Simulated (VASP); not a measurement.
A run of VASP 6.6.1:

File INCAR:

```
SYSTEM = HfIn4SiO6
PREC     = Accurate       ! precision mode
ENCUT    = 600            ! plane-wave cutoff, eV
EDIFF    = 1E-7           ! SCF threshold, eV
ISMEAR   = -1             ! smearing method
SIGMA    = 0.05           ! smearing width, eV
LREAL    = .FALSE.        ! projectors in reciprocal space
LASPH    = .TRUE.         ! aspherical terms in the spheres
NELM     = 80             ! most SCF steps
ALGO     = Fast           ! electronic algorithm
ISIF     = 3              ! what is computed and relaxed
LWAVE    = .FALSE.        ! write WAVECAR
LCHARG   = .FALSE.        ! write CHGCAR
GGA      = PE             ! functional
IVDW     = 11             ! dispersion correction
IBRION   = 2              ! ionic algorithm
NSW      = 40             ! ionic steps
EDIFFG   = -0.01          ! ionic threshold
KPAR     = 4
```

KPOINTS

```
Automatic mesh
0
G
  6 6 4
  0 0 0
```

Contents of POSCAR:

```
HfIn4SiO6
1.0
    2.7158500000     -4.7035700000      0.0083300000
    2.7158500000      4.7035700000      0.0083300000
   -1.8791500000      0.0000000000      7.4012700000
Hf In Si O
1 4 1 6
Direct
    0.7883500000      0.2116500000      0.0000000000
    0.6217500000      0.3782500000      0.5000000000
    0.4550200000      0.5449800000      0.0000000000
    0.2840700000      0.7159300000      0.5000000000
    0.9581400000      0.0418600000      0.5000000000
    0.1216800000      0.8783200000      0.0000000000
    0.0621900000      0.1141500000      0.8666600000
    0.8858500000      0.9378100000      0.1333400000
    0.7949000000      0.5378400000      0.8666300000
    0.4621600000      0.2051000000      0.1333700000
    0.1535200000      0.6287900000      0.1333300000
    0.3712100000      0.8464800000      0.8666700000
```

Potentials or basis: VASP PAW PBE potentials, release 64 (Hf_pv, In_d, Si, O).

Launch:

```console
$ cat potpaw_PBE.64/Hf_pv/POTCAR potpaw_PBE.64/In_d/POTCAR potpaw_PBE.64/Si/POTCAR potpaw_PBE.64/O/POTCAR > POTCAR
$ mpirun -np 4 vasp_std > vasp.out
```

Hardware: 4 MPI ranks on AMD EPYC 7R13 Processor (Zen 3) (shared host).

Question: Estimate the wall time of this run.

Answer: Wall time 37 min on 4 MPI ranks on AMD EPYC 7R13 Processor (Zen 3), with other jobs on the host, peak memory 0.77 GiB a rank. Counts: scf iterations 110, k points 47, ion steps 9.
